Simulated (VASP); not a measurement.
A run of VASP 6.6.1 is set up as follows.

File INCAR:

```
SYSTEM = Al
PREC = Accurate
ENCUT = 520
EDIFF = 1E-6
ISMEAR = 1
SIGMA = 0.1
LREAL = .FALSE.
LASPH = .TRUE.
NELM = 80
ALGO = Normal
ISIF = 2
LWAVE = .FALSE.
LCHARG = .FALSE.
LDIPOL = .TRUE.
IDIPOL = 3
DIPOL = 0.5 0.5 0.500
GGA = PS
IBRION = 2
NSW = 80
EDIFFG = -0.02
KPAR = 4
```

The input KPOINTS:

```
Automatic mesh
0
G
  14 10 1
  0 0 0
```

POSCAR

```
Al
1.0
    2.8394891000      0.0000000000      0.0000000000
    0.0000000000      4.0156440000      0.0000000000
    0.0000000000      0.0000000000     27.7777009600
Al
10
Direct
    0.5000000000      0.5000000000      0.2700007500
    0.0000000000      0.0000000000      0.3211116900
    0.5000000000      0.5000000000      0.3722226400
    0.0000000000      0.0000000000      0.4233335800
    0.5000000000      0.5000000000      0.4744445300
    0.0000000000      0.0000000000      0.5255554700
    0.5000000000      0.5000000000      0.5766664200
    0.0000000000      0.0000000000      0.6277773600
    0.5000000000      0.5000000000      0.6788883100
    0.0000000000      0.0000000000      0.7299992500
```

Potentials or basis: VASP PAW PBE potentials, release 64 (Al).

Command:

```bash
$ cat potpaw_PBE.64/Al/POTCAR > POTCAR
$ mpirun -np 4 vasp_std > vasp.out
```

Question: What does it give for the band gap on the k mesh?

Answer: None (metal or under the smearing width).

Question: Predict the energy gained by relaxing.

Answer: 2.3 meV/atom.

Step by step:
| step | energy change (eV) | largest force (eV/Å) | pressure (GPa) |
| --- | --- | --- | --- |
| 1 | 0.0000 | 0.2207 | -0.79 |
| 2 | -0.0083 | 0.1813 | -0.76 |
| 3 | -0.0221 | 0.0560 | -0.64 |
| 4 | -0.0229 | 0.0565 | -0.60 |
| 5 | -0.0234 | 0.0273 | -0.59 |
| 6 | -0.0235 | 0.0157 | -0.59 |

Caveat: the PAW data sets were made with another functional, which shifts forces and pressure a little.
